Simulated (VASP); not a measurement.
Here is the system:

```yaml
crystal:
  lattice:
    - [0.00000, 2.49445, 2.49445]
    - [2.49445, 0.00000, 2.49445]
    - [2.49445, 2.49445, 0.00000]
  atoms:
    - { symbol: Pb, position: [0.00000, 0.00000, 0.00000] }
```

Method: r2SCAN meta-GGA, VASP's PBE PAW potentials (set 64) (plane waves; VASP). Settings: 480 eV cut-off, 12×12×12 Γ-centred mesh, first-order Methfessel-Paxton smearing of 0.10 eV, potentials Pb_d.

Unless said otherwise, spin-orbit coupling is left out, though it shifts the bands of the heavy elements here.

**Question.** Predict the energy per atom (σ→0), band gap (on the k-mesh) with the smallest direct gap where there is one.

**Answer.** 
```yaml
band gap (on the k-mesh): none (metal, semimetal or under 0.01 eV)
energy per atom (σ→0): -56.265 eV/atom
```

The absolute energy has meaning only against runs of the same code, potentials and settings.

The compound is Pb in the fcc structure. It was relaxed first.
